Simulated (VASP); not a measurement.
# BBr2 (R-3m) in VASP: band structure with rev-vdW-DF2

Aim: the band structure of BBr2 with rev-vdW-DF2.

Program: VASP 6.6.1. These are calculated values, not measurements. Logs are shortened: lines on timing, memory, paths and dates and some standing lists are left out, and cuts for length are marked.

### 1 Starting point

The structure is trigonal, space group R-3m (No. 166). Conventional cell: a = 6.371 Å, b = 6.371 Å, c = 6.779 Å, α = 90.00°, β = 90.00°, γ = 120.00°. Around B (site symmetry -3m) lie 2 Br at 1.90 Å. Br (site symmetry 3m) is surrounded by 1 B at 1.90 Å.

The cell was built by a generator and needn't be a form met in nature.

### 2 Band structure, rev-vdW-DF2

Input file run.py:

```python
from ase.calculators.vasp import Vasp
from ase.dft.bandgap import bandgap
from ase.io import read

atoms = read('BBr2.cif', primitive_cell=True, subtrans_included=False)
calc = Vasp(
    directory='calc',
    xc='rev-vdw-df2',
    pp='PBE',
    setups={'base': 'minimal', 'B': '_s'},
    prec='Accurate',
    encut=400,
    ediff=1e-06,
    ismear=-1,
    sigma=0.1,
    lreal=False,
    lasph=True,
    nelm=60,
    algo='Fast',
    isif=2,
    lwave=False,
    lcharg=True,
    kpts=[6, 6, 6],
    gamma=True,
)
atoms.calc = calc

print('energy (eV):', atoms.get_potential_energy())
print('free energy (eV):', atoms.get_potential_energy(force_consistent=True))
efermi = calc.get_fermi_level()
print('Fermi level (eV):', efermi)
path = atoms.cell.bandpath(npoints=60, eps=1e-4)
print('path:', path.path)
calc.set(kpts=path.kpts, reciprocal=True, icharg=11, isym=0, lcharg=False)
calc.calculate(atoms)
print('gap on the path (eV):', bandgap(calc, efermi=efermi)[0])
print('direct gap on the path (eV):', bandgap(calc, efermi=efermi, direct=True)[0])
```

Input file BBr2.cif:

```cif
data_BBr2
_cell_length_a 6.37089208
_cell_length_b 6.37089208
_cell_length_c 6.77891721
_cell_angle_alpha 90.00000000
_cell_angle_beta 90.00000000
_cell_angle_gamma 120.00000000
_space_group_name_H-M_alt 'R-3m'
_space_group_name_Hall '-R 3 2"'
_space_group_IT_number 166
loop_
_space_group_symop_operation_xyz
'x,y,z'
'-x,-y,-z'
'-y,x-y,z'
'y,-x+y,-z'
'-x+y,-x,z'
'x-y,x,-z'
'y,x,-z'
'-y,-x,z'
'x-y,-y,-z'
'-x+y,y,z'
'-x,-x+y,-z'
'x,x-y,z'
'x+2/3,y+1/3,z+1/3'
'-x+2/3,-y+1/3,-z+1/3'
'-y+2/3,x-y+1/3,z+1/3'
'y+2/3,-x+y+1/3,-z+1/3'
'-x+y+2/3,-x+1/3,z+1/3'
'x-y+2/3,x+1/3,-z+1/3'
'y+2/3,x+1/3,-z+1/3'
'-y+2/3,-x+1/3,z+1/3'
'x-y+2/3,-y+1/3,-z+1/3'
'-x+y+2/3,y+1/3,z+1/3'
'-x+2/3,-x+y+1/3,-z+1/3'
'x+2/3,x-y+1/3,z+1/3'
'x+1/3,y+2/3,z+2/3'
'-x+1/3,-y+2/3,-z+2/3'
'-y+1/3,x-y+2/3,z+2/3'
'y+1/3,-x+y+2/3,-z+2/3'
'-x+y+1/3,-x+2/3,z+2/3'
'x-y+1/3,x+2/3,-z+2/3'
'y+1/3,x+2/3,-z+2/3'
'-y+1/3,-x+2/3,z+2/3'
'x-y+1/3,-y+2/3,-z+2/3'
'-x+y+1/3,y+2/3,z+2/3'
'-x+1/3,-x+y+2/3,-z+2/3'
'x+1/3,x-y+2/3,z+2/3'
loop_
_atom_site_label
_atom_site_type_symbol
_atom_site_symmetry_multiplicity
_atom_site_Wyckoff_symbol
_atom_site_fract_x
_atom_site_fract_y
_atom_site_fract_z
_atom_site_occupancy
B1 B 3 a 0.0000000000 0.0000000000 0.0000000000 1
Br1 Br 6 c 0.0000000000 0.0000000000 0.7202413000 1
```

Potentials or basis: VASP PAW PBE potentials, release 64 (B_s, Br).

On the command line:

```
> python run.py
```

The program printed:

```text
<dir> UserWarning: vdW has been enabled, however no location for the vdw_kernel.bindat file has been specified. Set ASE_VASP_VDW environment variable to copy the vdW kernel.
  warnings.warn(
energy (eV): -4.3591581
free energy (eV): -4.41236571
Fermi level (eV): 3.17933773
path: GPZQGFP1Q1LZ
gap on the path (eV): 0.0
direct gap on the path (eV): 0.0
```

OUTCAR:

```text
ENCUT = 400.000000
   EDIFF = 1.00e-06
   GGA = MK
   PREC = Accurate
   ICHARG = 11
   ISIF = 2
   ISMEAR = -1
   ISYM = 0
   NELM = 60
   LASPH = .TRUE.
   LREAL = .FALSE.

 ion  position               nearest neighbor table
   1  0.000  0.000  0.000-   2 1.90   3 1.90
   2  0.720  0.720  0.720-   1 1.90
   3  0.280  0.280  0.280-   1 1.90

IMPORTANT INFORMATION: All symmetrisations will be switched off!
NOSYMM: (Re-)initialisation of all symmetry stuff for point group C_1.

----------------------------------------------------------------------------------------

                                     Primitive cell

  volume of cell :      79.4274

  direct lattice vectors                    reciprocal lattice vectors
     3.185446040  1.839118129  2.259639070     0.156963889  0.090623144  0.147516184
    -3.185446040  1.839118129  2.259639070    -0.156963889  0.090623144  0.147516184
    -0.000000000 -3.678236257  2.259639070     0.000000000 -0.181246288  0.147516184

  length of vectors
     4.316872791  4.316872791  4.316872791     0.233690482  0.233690482  0.233690482

  position of ions in fractional coordinates (direct lattice)
     0.000000000  0.000000000  0.000000000
     0.720241300  0.720241300  0.720241300
     0.279758700  0.279758700  0.279758700

  ion indices of the primitive-cell ions
   primitive index   ion index
                 1           1
                 2           2
                 3           3

----------------------------------------------------------------------------------------

 KPOINTS: KPOINTS created by Atomic Simulation Env

Read explicit list of k-points.

 Found     60 k-points:

 Following reciprocal coordinates:
            Coordinates               Weight
  0.000000  0.000000  0.000000      0.016667
  0.051015 -0.060096  0.051015      0.016667
  0.102029 -0.120193  0.102029      0.016667
  0.153044 -0.180289  0.153044      0.016667
  0.204059 -0.240386  0.204059      0.016667
  0.255074 -0.300482  0.255074      0.016667
[... 16 lines left out ...]
  0.325317  0.325317  0.325317      0.016667
  0.278843  0.278843  0.278843      0.016667
 [... further k-points ...]
   k-points           NKPTS =     60   k-points in BZ     NKDIM =     60   number of bands    NBANDS=     12
   number of dos      NEDOS =    301   number of ions     NIONS =      3
   total plane-waves  NPLWV =  21952
   dimension x,y,z NGX =    28 NGY =   28 NGZ =   28
   dimension x,y,z NGXF=    56 NGYF=   56 NGZF=   56
   ions per type =               1   2
   NGX,Y,Z   is equivalent  to a cutoff of  10.78, 10.78, 10.78 a.u.
   NGXF,Y,Z  is equivalent  to a cutoff of  21.57, 21.57, 21.57 a.u.
 SYSTEM =  unknown system
   PREC   = accura    normal or accurate (medium, high low for compatibility)
   ISTART =      0    job   : 0-new  1-cont  2-samecut
   ICHARG =     11    charge: 1-file 2-atom 10-const
   ISPIN  =      1    spin polarized calculation?
   LNONCOLLINEAR =      F non collinear calculations
   LSORBIT =      F    spin-orbit coupling
   LASPH  =      T    aspherical Exc in radial PAW
   ENCUT  =  400.0 eV  29.40 Ry    5.42 a.u.   7.04  7.04  7.04*2*pi/ulx,y,z
   NELM   =     60;   NELMIN=  2; NELMDL=  0     # of ELM steps
   EDIFF  = 0.1E-05   stopping-criterion for ELM
   LREAL  =      F    real-space projection
   EDIFFG = 0.1E-04   stopping-criterion for IOM
   NSW    =      0    number of steps for IOM
   IBRION =     -1    ionic relax: 0-MD 1-quasi-New 2-CG
   NFREE  =      0    steps in history (QN), initial steepest desc. (CG)
   ISIF   =      2    stress and relaxation
   ISYM   =      0    0-nonsym 1-usesym 2-fastsym
   POTIM  = 0.5000    time-step for ionic-motion
   TEBEG  =    0.0;   TEEND  =   0.0 temperature during run
   PSTRESS=    0.0 pullay stress
   NELECT =      17.0000    total number of electrons
   NUPDOWN=      -1.0000    fix difference up-down
   EMIN   =  10.00;   EMAX   =-10.00  energy-range for DOS
   EFERMI =   0.00;   METHOD = LEGACY
   ISMEAR =    -1;   SIGMA  =   0.10  broadening in eV -4-tet -1-fermi 0-gaus
   EFERMI_NEDOS =   21; number of points for ismear=-14 and -15
   IALGO  =     68    algorithm
   IMIX   =      4    mixing-type and parameters
     AMIX     =   0.40;   BMIX     =  1.00
     AMIX_MAG =   1.60;   BMIX_MAG =  1.00
  volume/ion in A,a.u.               =      26.48       178.67
  Fermi-wavevector in a.u.,A,eV,Ry     =   0.979267  1.850546 13.047492  0.958964
  Thomas-Fermi vector in A             =   2.110107
   LORBIT       =      0    0 simple, 1 ext, 2 COOP (PROOUT), +10 PAW based schemes
   GGA     = MK    functional components
   LHFCALC =     F    Hartree Fock is set to
   AEXX    =    0.0000 exact exchange contribution
   IVDW_NL    =     1    kernel type
   BPARAM     = 6.3000
   IVDW    =     0    specifies the selected vdW correction
   LEPSILON=     F    determine dielectric tensor
   LRPA    =     F    only Hartree local field effects (RPA)
 non-spin polarized calculation
 RMM-DIIS sequential band-by-band and
  energy-cutoff  :      400.00
  volume of cell :       79.43
 maximum number of plane-waves:      1466

 number of electron      17.0000009 magnetization

 Free energy of the ion-electron system (eV)
  ---------------------------------------------------
  ext. energy  EPLUGINS =         0.00000000
  ---------------------------------------------------
  free energy    TOTEN  =        -5.29951820 eV

  energy without entropy =       -5.22244227  energy(sigma->0) =       -5.26098024

 E-fermi :   3.0853     XC(G=0):  -8.3647

 val. band max:        3.0390097241   @ k =   0.0929   0.0929   0.0929
 cond. band min:       3.1101475880   @ k =   0.1530  -0.1803   0.1530
 fundamental gap:      0.0711378638
 Fermi energy:         3.0852994113

 k-point     1 :       0.0000    0.0000    0.0000
  band No.  band energies     occupation
      1     -15.1824      2.00000
      2     -14.1648      2.00000
      3      -6.1687      2.00000
      4      -3.0319      2.00000
      5      -1.8423      2.00000
      6      -1.8423      2.00000
      7      -1.2385      2.00000
      8      -1.2385      2.00000
      9       2.6065      1.98348
     10       2.6065      1.98348
     11       2.8621      1.80622
     12       6.6114      0.00000

 k-point     2 :       0.0510   -0.0601    0.0510
  band No.  band energies     occupation
      1     -15.1657      2.00000
      2     -14.1750      2.00000
      3      -6.1724      2.00000
      4      -3.0623      2.00000
      5      -1.8817      2.00000
      6      -1.7864      2.00000
      7      -1.3835      2.00000
      8      -1.2583      2.00000
      9       2.6719      1.96846
     10       2.6865      1.96360
     11       2.9718      1.51345
     12       6.7199      0.00000

 k-point     3 :       0.1020   -0.1202    0.1020
  band No.  band energies     occupation
      1     -15.1179      2.00000
      2     -14.2033      2.00000
      3      -6.1819      2.00000
      4      -3.1552      2.00000
      5      -1.9852      2.00000
      6      -1.7550      2.00000
      7      -1.6129      2.00000
      8      -1.3194      2.00000
      9       2.8545      1.81902
     10       2.9060      1.71460
     11       3.2310      0.37788
     12       7.0222      0.00000
[... 286 lines left out ...]
 k-point    23 :       0.3253    0.3253    0.3253
  band No.  band energies     occupation
      1     -14.7483      2.00000
      2     -14.3852      2.00000
      3      -6.4964      2.00000
      4      -3.1831      2.00000
      5      -3.0906      2.00000
      6      -3.0906      2.00000
      7      -1.1328      2.00000
      8      -1.1328      2.00000
      9       3.2826      0.24420
     10       3.8268      0.00120
     11       3.8268      0.00120
     12       8.4981      0.00000

 k-point    24 :       0.2788    0.2788    0.2788
  band No.  band energies     occupation
      1     -14.7271      2.00000
      2     -14.4678      2.00000
      3      -6.2976      2.00000
      4      -3.3978      2.00000
      5      -3.0390      2.00000
      6      -3.0390      2.00000
      7      -0.9124      2.00000
      8      -0.9124      2.00000
      9       3.6445      0.00742
     10       3.6749      0.00548
     11       3.6749      0.00548
     12       7.9725      0.00000

 [... further k-points ...]

------------------------ aborting loop because EDIFF is reached ----------------------------------------

  FORCE on cell =-STRESS in cart. coord.  units (eV):
  Direction    XX          YY          ZZ          XY          YZ          ZX
  --------------------------------------------------------------------------------------
  -------------------------------------------------------------------------------------
  Total       -4.9997351     -4.6038192     -2.8959861     -0.8057446     -1.1240755     -1.2382752
  in kB     -100.8526630    -92.8664055    -58.4166781    -16.2531584    -22.6744032    -24.9779947
  external PRESSURE =     -84.0452489 kB  Pullay stress =       0.0000000 kB

 VOLUME and BASIS-vectors are now :
 -----------------------------------------------------------------------------
  energy-cutoff  :      400.00
  volume of cell :       79.43
      direct lattice vectors                 reciprocal lattice vectors
     3.185446040  1.839118129  2.259639070     0.156963889  0.090623144  0.147516184
    -3.185446040  1.839118129  2.259639070    -0.156963889  0.090623144  0.147516184
    -0.000000000 -3.678236257  2.259639070     0.000000000 -0.181246288  0.147516184

 POSITION                                       TOTAL-FORCE (eV/Angst)
 -----------------------------------------------------------------------------------
      0.00000      0.00000      0.00000         0.000005     -0.000017      0.000058
      0.00000      0.00000      4.88246         0.008453      0.029373      1.033512
      0.00000      0.00000      1.89646        -0.008458     -0.029356     -1.033569
 -----------------------------------------------------------------------------------
    total drift:                               -0.000044      0.000020      0.000001

  FREE ENERGIE OF THE ION-ELECTRON SYSTEM (eV)
  ---------------------------------------------------
  free  energy   TOTEN  =        -5.2995182018 eV

  energy  without entropy=       -5.2224422690  energy(sigma->0) =       -5.26098024

Total vdW correction in eV:      2.7628755
```

INCAR:

```text
AGGAC = 0.000000
ENCUT = 400.000000
PARAM1 = 0.123400
PARAM2 = 0.711357
SIGMA = 0.100000
ZAB_VDW = -1.886700
EDIFF = 1.00e-06
ALGO = Fast
GGA = MK
PREC = Accurate
ICHARG = 11
ISIF = 2
ISMEAR = -1
ISYM = 0
NELM = 60
LASPH = .TRUE.
LCHARG = .FALSE.
LUSE_VDW = .TRUE.
LWAVE = .FALSE.
LREAL = .FALSE.
```

Run time: 87 s. Hardware: 1 thread of Intel Xeon Platinum 8259CL at 2.50GHz (Skylake/Cascade Lake), shared host; peak memory 0.33 GiB.

Results:

- Band gap along the path: none (metal or under the smearing width)

Levels at the corners of the path, in eV from the Fermi level:
```
point  band 4  band 5  band 6  band 7  band 8  band 9  band 10  band 11  band 12
    Γ   -6.21   -5.02   -5.02   -4.42   -4.42   -0.57    -0.57    -0.32     3.43
    P   -7.82   -5.93   -5.93   -5.34   -5.34    1.52     1.52     2.12     4.85
    Z   -8.36   -5.77   -5.77   -5.54   -5.54    1.61     1.61     2.71     4.31
    Q   -7.20   -6.10   -6.10   -5.02   -5.02    1.21     1.28     1.28     5.54
    Γ   -6.21   -5.02   -5.02   -4.42   -4.42   -0.57    -0.57    -0.32     3.43
    F   -6.94   -6.36   -4.96   -4.72   -3.82   -0.33     0.03     0.93     3.92
   P1   -7.82   -5.93   -5.93   -5.34   -5.34    1.52     1.52     2.12     4.85
   Q1   -7.20   -6.10   -6.10   -5.02   -5.02    1.21     1.28     1.28     5.53
    L   -8.18   -5.53   -5.31   -4.83   -4.49   -0.07     1.18     2.46     4.88
    Z   -8.36   -5.77   -5.77   -5.54   -5.54    1.61     1.61     2.71     4.31
```

Caveat: the log is that of the step along the path at fixed density, whose energy, stress, charges and moments have no meaning; the PAW data sets were made with another functional, which shifts forces and pressure a little; an odd number of electrons without spin polarisation forces a metal; a magnetic or distorted state may lie lower.

### 3 For comparison

An earlier run on the cell as given: functional PBE; potentials or basis VASP PAW PBE potentials, release 64 (B, Br); cutoff 520 eV; k mesh 6 × 6 × 6; occupations fermi-dirac, width 0.05 eV; no spin polarisation.

- Pressure: -1.2 GPa
- Largest force: 1.556 eV/Å
- Band gap on the k mesh: none (metal or under the smearing width)
